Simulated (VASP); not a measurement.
Given:

```yaml
crystal:
  lattice:
    - [0.00000, 1.99507, 1.99507]
    - [1.99507, 0.00000, 1.99507]
    - [1.99507, 1.99507, 0.00000]
  atoms:
    - { symbol: Li, position: [0.00000, 0.00000, 0.00000] }
    - { symbol: H, position: [0.50000, 0.50000, 0.50000] }
```

Level of theory: vdW-DF-cx, VASP's PBE PAW potentials (set 64) (plane waves; VASP 6.6.1). Settings: 520 eV cut-off, 11×11×11 Γ-centred mesh, Gaussian smearing of 0.050 eV, potentials Li_sv H.

Question: The job: LiH (rock salt), 2 atoms, vdW-DF-cx, static run, 520 eV, 11×11×11 Γ-centred mesh. Roughly how much core time does it take on a busy server core?

Answer: About 10 core-seconds (one run on a shared machine, a rough figure). It had 56 irreducible k-points, 6 bands, up to 440 plane waves and 14 electronic steps.

The compound is LiH in the rock salt structure. This cell is one point of a volume scan, at 0.97 of the reference volume.
